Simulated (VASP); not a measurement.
Input of a VASP 6.6.1 run:

File POSCAR:

```
Na2BrF
1.0
    3.8245223225      0.0000000000      0.0000000000
    0.0000000000      3.8245223225      0.0000000000
    0.0000000000      0.0000000000      5.4619666956
F Na Br
1 2 1
Direct
    0.0000000000      0.0000000000      0.0000000000
    0.0000000000      0.0000000000      0.5000000000
    0.5000000000      0.5000000000      0.0000000000
    0.5000000000      0.5000000000      0.5000000000
```

INCAR.step1

```
SYSTEM = Na2BrF
  PREC = Accurate
  ENCUT = 520
  ISMEAR = 0
  SIGMA = 0.01
  LREAL = .FALSE.
  LASPH = .TRUE.
  NELM = 100
  NBANDS = 22
  GGA = PE
  ALGO = Normal
  EDIFF = 1E-4
  LWAVE = .TRUE.
  LCHARG = .FALSE.
```

The input INCAR.step2:

```
SYSTEM = Na2BrF
  PREC = Accurate
  ENCUT = 520
  EDIFF = 1E-7
  ISMEAR = 0
  SIGMA = 0.01
  LREAL = .FALSE.
  LASPH = .TRUE.
  NELM = 100
  ALGO = Normal
  ISIF = 2
  LWAVE = .FALSE.
  LCHARG = .FALSE.
  METAGGA = R2SCAN
  LMIXTAU = .TRUE.
  NBANDS = 22
  ISTART = 1
```

File KPOINTS:

```
Automatic mesh
0
G
  6 6 6
  0 0 0
```

Potentials or basis: VASP PAW PBE potentials, release 64 (F, Na_pv, Br).

Command:

```bash
$ cat potpaw_PBE.64/F/POTCAR potpaw_PBE.64/Na_pv/POTCAR potpaw_PBE.64/Br/POTCAR > POTCAR
$ cp INCAR.step1 INCAR
$ mpirun -np 1 vasp_std > vasp.out
$ cp INCAR.step2 INCAR
$ mpirun -np 1 vasp_std > vasp.out
```

**Question.** What does it give for the band gap on the k mesh?

**Answer.** 5.47 eV, direct.

**Question.** Predict the pressure.

**Answer.** 0.7 GPa.

Stress tensor (GPa, compression positive):
```
 1.12  0.00  0.00
 0.00  1.12  0.00
 0.00  0.00 -0.16
```

Caveat: the PAW data sets were made with another functional, which shifts forces and pressure a little. A k mesh can miss the band edges.
